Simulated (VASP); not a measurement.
```
BeS
1.0
    0.00000     2.39842     2.39842
    2.39842     0.00000     2.39842
    2.39842     2.39842     0.00000
Be S
1 1
Direct
  0.00000   0.00000   0.00000
  0.25000   0.25000   0.25000
```

The numbers are results of LDA (Ceperley-Alder, Perdew-Zunger), VASP's LDA PAW potentials (set 64) (plane waves; VASP 6.6.1), not measurements. Numerical set-up: 400 eV cut-off, 12×12×12 Γ-centred mesh, Gaussian smearing of 0.010 eV, potentials Be S.

Question: Give the direction-averaged independent-particle dielectric function (no local fields, no excitons; a broadening of 0.1 eV leaves a tail below the gap, and fine structure carries the noise of the k-mesh).

Answer: 
| ħω (eV) | ε₁ | ε₂ |
|---|---|---|
| 0.00 | 5.99 | 0.00 |
| 0.30 | 6.00 | 0.01 |
| 0.70 | 6.04 | 0.01 |
| 1.10 | 6.11 | 0.02 |
| 1.40 | 6.18 | 0.03 |
| 1.80 | 6.31 | 0.04 |
| 2.20 | 6.49 | 0.05 |
| 2.50 | 6.65 | 0.06 |
| 2.90 | 6.93 | 0.08 |
| 3.30 | 7.29 | 0.10 |
| 3.70 | 7.76 | 0.14 |
| 4.00 | 8.22 | 0.17 |
| 4.40 | 9.04 | 0.25 |
| 4.80 | 10.29 | 0.40 |
| 5.10 | 11.76 | 0.64 |
| 5.50 | 15.61 | 2.61 |
| 5.90 | 15.42 | 9.47 |
| 6.30 | 15.35 | 13.15 |
| 6.60 | 11.60 | 17.69 |
| 7.00 | -1.04 | 18.33 |
| 7.40 | 0.63 | 17.05 |
| 7.70 | -4.06 | 14.54 |
| 8.10 | -3.96 | 10.74 |
| 8.50 | -5.73 | 6.60 |
| 8.90 | -3.05 | 5.95 |
| 9.20 | -3.08 | 6.10 |
| 9.60 | -3.51 | 6.17 |
| 10.00 | -4.85 | 4.59 |
| 10.30 | -4.29 | 2.79 |
| 10.70 | -2.72 | 1.82 |
| 11.10 | -1.89 | 2.12 |
| 11.50 | -1.43 | 2.79 |
ε₂ peaks at 6.9 eV (height 23.4); ε₁(0) averages 5.99, so the electronic refractive index below the gap tends to √5.99 = 2.45.

The compound is BeS in the zinc blende structure. It was relaxed first.
